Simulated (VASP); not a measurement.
Here is the system:

```
AlNi3
1.0
    3.64078     0.00000     0.00000
    0.00000     3.64078     0.00000
    0.00000     0.00000     3.64078
Al Ni
1 3
Direct
  0.00000   0.00000   0.00000
  0.00000   0.50000   0.50000
  0.50000   0.00000   0.50000
  0.50000   0.50000   0.00000
```
Starting moments (μB, in the order of the record's atoms Al Ni Ni Ni): 0.0 -0.3 -0.3 -0.3.

These are vdW-DF2, VASP's PBE PAW potentials (set 64) (plane waves; VASP) values and carry that method's errors. Numerical set-up: 520 eV cut-off, 9×9×9 Γ-centred mesh, tetrahedra with Blöchl corrections, potentials Al Ni.

The cores are frozen, which limits the accuracy of field gradients.

**Question.** Give the principal components of the electric field gradient (V/Å²) and the asymmetry η at each nucleus.

**Answer.** 
```csv
atom,Vxx,Vyy,Vzz,η
Al1,0.0,0.0,0.0,-
Ni2,2.6,2.6,-5.2,0.00
Ni3,2.6,2.6,-5.2,0.00
Ni4,2.6,2.6,-5.2,0.00
```

The compound is Ni3Al in the L1_2 structure. It was relaxed first, which changed the volume by +6 %.
